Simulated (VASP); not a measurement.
MgO: band structure with HF

**What was measured.**

“Electronic structure of alkaline earth and post-transition metal oxides”, 2009, arxiv:0908.1581 quotes, for a bulk crystal of MgO: band gap 7.83 eV.

The system is MgO.

```xyz
2
Lattice="0.0000 2.1049 2.1049 2.1049 0.0000 2.1049 2.1049 2.1049 0.0000" Properties=species:S:1:pos:R:3 pbc="T T T"
Mg    0.0000    0.0000    0.0000
O     2.1049    2.1049    2.1049
```

| Item | Value |
| --- | --- |
| Program | VASP 6.6.1 |
| Task | band structure |
| Functional | HF |
| Potentials or basis | VASP PAW PBE potentials, release 64 (Mg, O) |
| Cutoff | 520 eV |
| k mesh | 8 × 8 × 8 |
| Occupations | gaussian, width 0.02 eV |
| Spin | no spin polarisation |
| Grid for exact exchange (PRECFOCK) | Fast |
| Exchange at q = 0 | truncated |
| Further INCAR settings | ALGO = Normal; EDIFF = 1e-07 |

The pressure is -2.3 GPa, the band gap on the k mesh is 15.48 eV, direct and the band gap along the path is 15.48 eV, direct.

Levels at the corners of the path, in eV from the valence-band top:
| point | band 1 | band 2 | band 3 | band 4 | band 5 | band 6 | band 7 | band 8 |
| --- | --- | --- | --- | --- | --- | --- | --- | --- |
| Γ | -23.29 | 0.00 | 0.00 | 0.00 | 15.48 | 27.26 | 27.26 | 27.26 |
| X | -21.47 | -5.08 | -1.77 | -1.77 | 19.85 | 21.12 | 25.71 | 32.02 |
| X | -21.47 | -5.08 | -1.77 | -1.77 | 19.85 | 21.12 | 25.71 | 32.02 |
| W | -21.42 | -3.66 | -3.66 | -2.20 | 23.33 | 23.33 | 23.82 | 27.51 |
| W | -21.42 | -3.66 | -3.66 | -2.20 | 23.33 | 23.33 | 23.82 | 27.51 |
| K | -21.46 | -4.33 | -3.33 | -1.50 | 21.14 | 23.42 | 24.74 | 30.63 |
| K | -21.46 | -4.33 | -3.33 | -1.50 | 21.14 | 23.42 | 24.74 | 30.67 |
| Γ | -23.29 | 0.00 | 0.00 | 0.00 | 15.48 | 27.26 | 27.26 | 27.26 |
| Γ | -23.29 | 0.00 | 0.00 | 0.00 | 15.48 | 27.26 | 27.26 | 27.26 |
| L | -21.79 | -5.66 | -0.86 | -0.86 | 18.78 | 25.20 | 27.89 | 27.89 |
| L | -21.79 | -5.66 | -0.86 | -0.86 | 18.78 | 25.20 | 27.89 | 27.89 |
| U | -21.46 | -4.33 | -3.33 | -1.50 | 21.14 | 23.42 | 24.74 | 30.70 |
| U | -21.46 | -4.33 | -3.33 | -1.50 | 21.14 | 23.42 | 24.74 | 30.65 |
| W | -21.42 | -3.66 | -3.66 | -2.20 | 23.33 | 23.33 | 23.82 | 27.51 |
| W | -21.42 | -3.66 | -3.66 | -2.20 | 23.33 | 23.33 | 23.82 | 27.51 |
| L | -21.79 | -5.66 | -0.86 | -0.86 | 18.78 | 25.20 | 27.89 | 27.89 |
| L | -21.79 | -5.66 | -0.86 | -0.86 | 18.78 | 25.20 | 27.89 | 27.89 |
| K | -21.46 | -4.33 | -3.33 | -1.50 | 21.14 | 23.42 | 24.74 | 30.63 |
| U | -21.46 | -4.33 | -3.33 | -1.50 | 21.14 | 23.42 | 24.74 | 30.69 |
| X | -21.47 | -5.08 | -1.77 | -1.77 | 19.85 | 21.12 | 25.71 | 32.02 |

Run time: 6 min on 4 MPI ranks on Intel(R) Xeon(R) Platinum 8559C (Emerald Rapids), on a shared host, peak memory 0.18 GiB a rank.

A measured gap of MgO is 7.83 eV (quoted in “Electronic structure of alkaline earth and post-transition metal oxides”, 2009, arxiv:0908.1581); the calculated 15.48 eV misses it by +7.65 eV. So large a miss can be the level of theory's own, or it may mean another phase, state or a wrong row. The value is that of HF, without temperature or zero-point motion.

Caveat: the PAW data sets were made with another functional, which shifts forces and pressure a little.
